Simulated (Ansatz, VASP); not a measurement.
**Two plane-wave programs on CdOs**

Contents of INCAR:

```
SYSTEM = CdOs
PREC = Accurate ; ENCUT = 520
EDIFF = 1E-7 ; ISMEAR = 0
SIGMA = 0.1 ; LREAL = .False.
LASPH = .True. ; NELM = 80
ALGO = Fast ; ISIF = 2
LWAVE = .False. ; LCHARG = .False.
GGA = PE ; NBANDS = 17
```

KPOINTS

```
regular mesh
0
Gamma
  6 6 6
  0 0 0
```

POSCAR

```
CdOs
1.0
    3.3669461387      0.0000000000      0.0000000000
    0.0000000000      3.3669461387      0.0000000000
    0.0000000000      0.0000000000      3.3669461387
Cd Os
1 1
Direct
    0.0000000000      0.0000000000      0.0000000000
    0.5000000000      0.5000000000      0.5000000000
```

Input for Ansatz:

```yaml
crystal:
  lattice:
    - [3.3669461387, 0.0, 0.0]
    - [0.0, 3.3669461387, 0.0]
    - [0.0, 0.0, 3.3669461387]
  atoms:
    - { symbol: Cd, position: [0.0, 0.0, 0.0] }
    - { symbol: Os, position: [0.5, 0.5, 0.5] }
basis:
  ecutwfc: 420
kpoints:
  mp_grid: { grid: [6, 6, 6] }
hamiltonian:
  xc: pbe
scf:
  occupations: { method: gaussian, width: 0.1 }
  lower_state_search: "off"
output:
  forces: true
  stress: true
  eigenvalues: true
```

Alike in both runs: task single point; functional PBE; k mesh 6 × 6 × 6; occupations gaussian, width 0.1 eV; no spin polarisation.

|  | VASP | Ansatz |
| --- | --- | --- |
| version | VASP 6.6.1 | Ansatz 0.2.0 |
| potentials or method | VASP PAW PBE potentials, release 64 (Cd, Os) | scalar-relativistic, plane waves, PAW |
| plane-wave cutoff (eV) | 520 | 420 |
| valence electrons in the cell | 20 | 36 |

```csv
,VASP,Ansatz,Ansatz less VASP
gap on the k mesh at the Fermi level (eV),none,none,-
pressure (GPa),-15.4,-16.0,-0.62
```

A gap of «none» marks a metal or a gap that the smearing closes. The two sets of potentials don't hold the same shells in valence.

Caveats: so large a pressure means that the cell lies far from this level's equilibrium, or that cutoff or potentials fall short (VASP). Spin-orbit coupling is left out, which matters for the levels of Os.
